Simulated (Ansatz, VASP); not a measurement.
**Two plane-wave programs on GaGe3**

Contents of INCAR:

```
SYSTEM = GaGe3
PREC     = Accurate       ! precision mode
ENCUT    = 520            ! plane-wave cutoff, eV
EDIFF    = 1E-7           ! SCF threshold, eV
ISMEAR   = -1             ! smearing method
SIGMA    = 0.05           ! smearing width, eV
LREAL    = .False.        ! projectors in reciprocal space
LASPH    = .True.         ! aspherical terms in the spheres
NELM     = 100            ! most SCF steps
ALGO     = Normal         ! electronic algorithm
ISIF     = 2              ! what is computed and relaxed
LWAVE    = .False.        ! write WAVECAR
LCHARG   = .False.        ! write CHGCAR
GGA      = PE             ! functional
NBANDS   = 36             ! bands
```

Contents of KPOINTS:

```
Automatic mesh
0
Gamma
  6 6 6
  0 0 0
```

Contents of POSCAR:

```
GaGe3
1.0
    4.2497505979      0.0000000000      0.0000000000
    0.0000000000      4.2497505979      0.0000000000
    0.0000000000      0.0000000000      4.2497505979
Ge Ga
3 1
Direct
    0.5000000000      0.5000000000      0.0000000000
    0.5000000000      0.0000000000      0.5000000000
    0.0000000000      0.5000000000      0.5000000000
    0.0000000000      0.0000000000      0.0000000000
```

The input input.yaml:

```yaml
crystal:
  lattice:
    - [4.2497505979, 0.0, 0.0]
    - [0.0, 4.2497505979, 0.0]
    - [0.0, 0.0, 4.2497505979]
  atoms:
    - { symbol: Ge, position: [0.5, 0.5, 0.0] }
    - { symbol: Ge, position: [0.5, 0.0, 0.5] }
    - { symbol: Ge, position: [0.0, 0.5, 0.5] }
    - { symbol: Ga, position: [0.0, 0.0, 0.0] }
hamiltonian:
  xc: pbe
  pseudopotentials: { kind: paw }
kpoints:
  mp_grid: { grid: [6, 6, 6] }
scf:
  occupations: { method: fermi_dirac, width: 0.05 }
output:
  forces: true
  stress: true
  eigenvalues: true
```

The cell comes from a database or a generator and needn't be the stable form of this composition.

Alike in both runs: task single point; functional PBE; k mesh 6 × 6 × 6; occupations fermi-dirac, width 0.05 eV; no spin polarisation.

```csv
,VASP,Ansatz
version,VASP 6.6.1,Ansatz 0.2.0
potentials or method,"VASP PAW PBE potentials, release 64 (Ge_d, Ga_d)",Ansatz PAW
plane-wave cutoff (eV),520,420
valence electrons in the cell,55,55
```

```tsv
	VASP	Ansatz	Ansatz less VASP
gap on the k mesh at the Fermi level (eV)	none	none	-
pressure (GPa)	1.2	1.1	-0.03
```

A gap of «none» marks a metal or a gap that the smearing closes.
